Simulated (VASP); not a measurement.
Data:

```yaml
crystal:
  lattice:
    - [0.00000, 2.29832, 2.29832]
    - [2.29832, 0.00000, 2.29832]
    - [2.29832, 2.29832, 0.00000]
  atoms:
    - { symbol: Zr, position: [0.00000, 0.00000, 0.00000] }
    - { symbol: H, position: [0.75000, 0.75000, 0.75000] }
    - { symbol: H, position: [0.25000, 0.25000, 0.25000] }
```

All values below come from r2SCAN meta-GGA, VASP's PBE PAW potentials (set 64) (plane waves; VASP). Settings: 480 eV cut-off, 10×10×10 Γ-centred mesh, first-order Methfessel-Paxton smearing of 0.10 eV, potentials Zr_sv H.

**Question.** Estimate the energy per atom (σ→0), pressure, band gap (on the k-mesh) with the smallest direct gap where there is one.

**Answer.** 
| Quantity | Value |
|---|---|
| band gap (on the k-mesh) | none (metal, semimetal or under 0.01 eV) |
| energy per atom (σ→0) | -10441 meV/atom |
| pressure | 23.00 GPa |

Total energies compare only between runs with the same potentials, cut-off and functional.

The structure comes from a computed database's ZrH2 entry (Fm-3m); how it stands against other phases isn't given here. This cell was strained or had an atom moved on purpose.
